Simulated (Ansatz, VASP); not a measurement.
# Si2W: VASP beside Ansatz, part 2 of 2

Wanted: the spread between two codes on one cell, functional and k mesh. The cell is taken from a series of runs on this material, whose earlier steps may have relaxed, scaled, displaced or heated it; both programs get it as it stands.

VASP 6.6.1 and Ansatz 0.2.0.

So far: Set-up; VASP: zone-centre phonons, PBEsol.

**3. Ansatz: zone-centre phonons, PBEsol**

Level of this step: Ansatz beside VASP: Kohn-Sham DFT, plane waves, PBEsol (Ansatz).

Ansatz runs on its PAW soft_1 files.

The same cell, functional, mesh and smearing now go to Ansatz, which takes its cutoff from its data sets.

The input, input.yaml:

```yaml
crystal:
  lattice:
    - [-1.5899408622, 1.5899408622, 3.8855513723]
    - [1.5899408622, -1.5899408622, 3.8855513723]
    - [1.5899408622, 1.5899408622, -3.8855513723]
  atoms:
    - { symbol: Si, position: [0.3342118195, 0.3342118195, 0.0] }
    - { symbol: Si, position: [0.6657881805, 0.6657881805, 0.0] }
    - { symbol: W, position: [0.0, 0.0, 0.0] }
kpoints:
  mp_grid: { grid: [20, 20, 20] }
hamiltonian:
  xc: pbesol
  pseudopotentials: { kind: paw, azcp: { folder: soft_1 }, xc_functional: pbe }
scf:
  occupations: { method: methfessel_paxton, width: 0.2 }
output:
  eigenvalues: true
phonons:
  method: dfpt
```

The run is started by

```bash
> ansatz run input.yaml --threads 4 --pin off --max-ram 10240MiB --backend cpu --events-out ev --progress --plain --runs-dir out
```

Numbers of over 12 decimals in the logs are rounded to 6 here.

The program printed:

```text
zone centre: on kpoints.mp_grid the ground state, and the responses unless they are solved on pairs of k-points, stand on 1166 of the mesh's 8000 k-points, reduced under 4 symmetry operations, with k and −k counted as one. Each operation leaves every solved displacement unchanged or reverses it
Engine: ansatz 0.2.0, x86_64-unknown-linux-gnu
Pseudopotentials: kind: paw
Pseudopotential: Si, paw, valence charge 4, recommended cutoff 420 eV (normal), soft_1/Si.paw.azcp
Pseudopotential: W, paw, valence charge 14, recommended cutoff 420 eV (normal), soft_1/W.paw.azcp
Functional definition: PBEsol
  exchange = pbesol_x
  correlation = pbesol_c
Crystal: 3 atoms, lattice volume = 39.289 Å³
Basis set: ecut = 420 eV, 769 PW (Γ), exchange–correlation on 64×64×64 points (8 copies of the dense FFT grid, shifted against one another)
Bands: 15, of which v1, the nominal top of the filled ones, is band 11 counted from 1 (10 counted from 0)
Symmetry: 16 space group operations
k-points: 1166 of 8000 (irreducible under 4 space group operations, time reversal used)
Non-local potential: Si, projectors of the file, l = 0: 2, l = 1: 2, l = 2: 1
Non-local potential: W, projectors of the file, l = 0: 3, l = 1: 2, l = 2: 2, l = 3: 1
PAW form: soft (Blöchl's): semilocal exchange-correlation on the pseudo side does not see the compensation charge
PAW frozen core: Si, regenerated for the run's functional, and the local potential with it (the file was generated under x = pbe(κ = 0.804, μ = 0.219515), c = pbe(β = 0.066725))
PAW frozen core: W, regenerated for the run's functional, and the local potential with it (the file was generated under x = pbe(κ = 0.804, μ = 0.219515), c = pbe(β = 0.066725))
PAW one-centre angular grid: Si, 110 points (default); XC on 64 Gauss nodes
PAW one-centre angular grid: W, 590 points (default); XC on 64 Gauss nodes
Initial density: superposition of atomic densities (chi_scale 0.1, normalization cell, long waves kept (reshape's long-wave potential 0.00 eV rms))
Initial wavefunctions: pseudopotential atomic-orbital guess
Functional: x = pbesol(κ = 0.804, μ = 0.123457), c = pbesol(β = 0.046)
SCF iter   1: F=—  HF=-11502.221114 eV  |F-HF|=—  |Δ(HF+E_count)|=         —  Δρ=4.98e-2  dr2=9.32e-1  ethr=3.10e-3  ⟨swp⟩=5.3  Hψ=102362  notcnv=0
preconditioner: auto → Kerker (q_TF=auto, 2.477 Å⁻¹)  [metal: Δε(μ)=0.011 eV  Ē_g=8.474 eV  σ=0.200 eV  W_gap=0.05  n_scr=10 (ndim 8)  ℏωp=22.2 eV  f_vac=0.000  D(μ)=0.23/eV (n_scr^D=0)]
SCF iter   2: F=—  HF=-11501.980683 eV  |F-HF|=—  |Δ(HF+E_count)|=   2.40e-1  S|Δr|=    0.00e0  Δρ=2.68e-2  dr2=2.14e-1  ethr=3.10e-3  ⟨swp⟩=2.1  Hψ=31706  notcnv=0
SCF iter   3: F=—  HF=-11501.903612 eV  |F-HF|=—  |Δ(HF+E_count)|=   7.71e-2  S|Δr|=    0.00e0  Δρ=6.35e-3  dr2=1.28e-2  ethr=9.75e-4  ⟨swp⟩=2.7  Hψ=31264  notcnv=0
SCF iter   4: F=—  HF=-11501.898893 eV  |F-HF|=—  |Δ(HF+E_count)|=   4.72e-3  S|Δr|=    0.00e0  Δρ=5.03e-4  dr2=5.45e-5  ethr=5.80e-5  ⟨swp⟩=2.7  Hψ=26065  notcnv=0
SCF iter   5: F=—  HF=-11501.898875 eV  |F-HF|=—  |Δ(HF+E_count)|=   1.87e-5  S|Δr|=    0.00e0  Δρ=5.97e-5  dr2=1.08e-6  ethr=2.48e-7  ⟨swp⟩=2.0  Hψ=25858  notcnv=0
SCF iter   6: F=—  HF=-11501.898875 eV  |F-HF|=—  |Δ(HF+E_count)|=   6.44e-7  S|Δr|=    0.00e0  Δρ=1.03e-5  dr2=3.88e-8  ethr=4.91e-9  ⟨swp⟩=2.5  Hψ=25286  notcnv=0
SCF iter   7: F=—  HF=-11501.898875 eV  |F-HF|=—  |Δ(HF+E_count)|=   5.39e-9  S|Δr|=    0.00e0  Δρ=1.60e-6  dr2=1.41e-9  ethr=1.76e-10  ⟨swp⟩=2.2  Hψ=25461  notcnv=0
SCF iter   8: F=—  HF=-11501.898875 eV  |F-HF|=—  |Δ(HF+E_count)|=  3.49e-10  S|Δr|=    0.00e0  Δρ=2.70e-7  dr2=3.21e-11  ethr=6.43e-12  ⟨swp⟩=2.3  Hψ=25714  notcnv=0
SCF iter   9: F=-11501.898875 eV  HF=-11501.898875 eV  |F-HF|=3.64e-12  |Δ(HF+E_count)|=  7.28e-12  S|Δr|=    0.00e0  Δρ=2.59e-8  dr2=2.57e-13  ethr=1.00e-12  ⟨swp⟩=5.3  Hψ=73227  notcnv=0
the search or the solves at the SCF's close seem to have found levels that the self-consistency loop had missed (the run counts 1). By its estimate they hold under 1e-12 electrons; where the run keeps them, the occupations were computed again with them
SCF 1 converged in 9 iterations: F = -11501.898875 eV  dr2 = 2.57e-13
  greatest PAW one-centre occupation: 0.999 electrons in one spin orbital (limit 2), on the W atom at site 2 (counted from 0), in its partial waves of l = 0
DFPT response loops at Γ: preconditioner auto → Kerker (q_TF=auto, 2.477 Å⁻¹) (partly filled bands, converged f_vac=0.000); β = 1.00, the filter's whole step (`scf.mixing.beta` (0.50) is not read by the response loops under this deck's `scf.mixing.preconditioner`; to damp them name `kerker` or `kerker_dos`, under which they read `scf.mixing.beta`, and type it under 1.00, their step now; both keys bind the ground state too); Broyden in place of MSR1
SCF converged after 9 iterations
Stability not checked: this state was not tested for a lower state beside it, because cold or Methfessel-Paxton smearing, or corrected tetrahedra, fill the levels in a way that the test cannot read (fill_not_monotonic; see scf.lower_state_search)
Free energy (F): -11501.898875 eV
Harris-Foulkes:  -11501.898875 eV  (|F-HF|=3.64e-12)
Internal energy: -11501.899711 eV  (E = F + TS)
E sigma→0 (E₀):  -11501.899084 eV
Entropy (-TS):   0.000835 eV (0.278 meV/atom)
Fermi energy:    17.095252 eV
--- Per-component energies (eV) ---
  E_band       = -73.085572
  E_kinetic    = 515.832998
  E_local      = -867.809178  (includes V_loc(G=0)·N_el)
  E_nonlocal   = 21.490919
  E_hartree    = 379.822291
  E_xc         = -383.695598
  E_vxc        = -334.604192  (∫ρ·V_xc dr)
  E_paw        = -9446.862478  (= ΣΔE_a)
  E_vpaw       = -167.640895  (= ΣTr[D̂ρ^β])
  E_aug_tail   = 0.000205  (compensation charges beyond the density's cutoff)
  E_ewald      = -1720.963848
  E_core_change = 0.284979  (= ΣΔE_core)
  E_smearing   = 0.000835  (= −TS)
  E_closure    = 0.000000  (closes the sum)
  Σ components = -11501.898875   (vs F -11501.898875, Δ=0.00e0)
--- Band table (eV; the first three rows and the last of 1166) ---
  k-point 0: bands = [... 7 lower, 13.6155, 14.1876, 14.1876, 17.7706, 19.9042, 20.0572, 20.3276, 20.3276]
  k-point 1: bands = [... 7 lower, 13.6375, 13.9604, 14.5366, 17.3339, 19.9270, 20.1807, 20.3904, 20.4194]
  k-point 2: bands = [... 7 lower, 13.4033, 13.7057, 15.0321, 16.3473, 19.7204, 20.5603, 20.6154, 20.7982]
  k-point 1165: bands = [... 7 lower, 14.4234, 16.2945, 16.2945, 16.5831, 16.5831, 17.9565, 21.6828, 22.3256]
--- Phonons (Γ-DFPT): 4 representative perturbations + reference, on 1166 of 8000 k-points (Σ response iterations 12) ---
  k mesh reduced under 4 symmetry operations, with k and −k counted as one. Each operation leaves every solved displacement unchanged or reverses it
  ASR residual: 9.594e-6 → 0.000e0 eV/Å²; symmetrization residual: 1.380e-6 eV/Å²
  ASR residual per site (eV/Å²): 9.59e-6 9.59e-6 3.83e-6
  Γ frequencies (cm⁻¹): 0.00 0.00 0.00 273.26 273.26 318.13 354.41 354.41 460.69
  non-analytic LO–TO correction: not included (Born effective charges unavailable; polar crystals: no LO–TO splitting at Γ)
```

**4. Comparison**

Known differences besides the potentials themselves: the data sets hold 22 valence electrons in Ansatz (on its PAW soft_1 files) and 14 in VASP; the cutoff is 420 eV in Ansatz and 600 eV in VASP; Ansatz makes its cores anew for this functional, VASP keeps those of its PBE data sets. Total energies have different zeros and are not compared.

Compared:

```tsv
quantity	Ansatz	VASP	difference
optical mode 1 to 2 (cm⁻¹)	273.3	275.7	-0.87 %
optical mode 3 (cm⁻¹)	318.1	320.4	-0.71 %
optical mode 4 to 5 (cm⁻¹)	354.4	356.7	-0.64 %
optical mode 6 (cm⁻¹)	460.7	463.5	-0.60 %
```

Modes are paired by rising frequency, not by their patterns, so a pair may set unlike modes beside each other; they are those without the splitting of longitudinal modes.

**5. Results**

| Property | Result |
| --- | --- |
| r.m.s. difference of the optical zone-centre modes, each program's sorted by frequency (zone-centre phonons, PBEsol) | 2.4 cm⁻¹ |
| difference in optical mode 1 to 2 (zone-centre phonons, PBEsol) | -0.9 % |

**Reading.** The r.m.s. difference of the optical zone-centre modes, each program's sorted by frequency is 2.4 cm⁻¹ (zone-centre phonons, PBEsol). The data sets hold unlike numbers of valence electrons (22 in Ansatz and 14 in VASP), so part of the differences comes from the potentials. Among the rows given in per cent, the largest difference of the zone-centre phonons, PBEsol pair is in optical mode 1 to 2, -0.9 %. How closely two codes agree says nothing of how well the functional describes the real material.

[Lines on the potential files, build, host, timing and source positions are cut from VASP's logs without a mark.]

[Logs are printed without paths, hosts, clocks, repeated set-up lines and the standing remarks that a program may print on its own settings, such as how far it seeks lower states.]

[Hosts, paths, dates, database ids (printed as entryN), source tags and the programs' standing remarks are cut or masked in the printed files.]
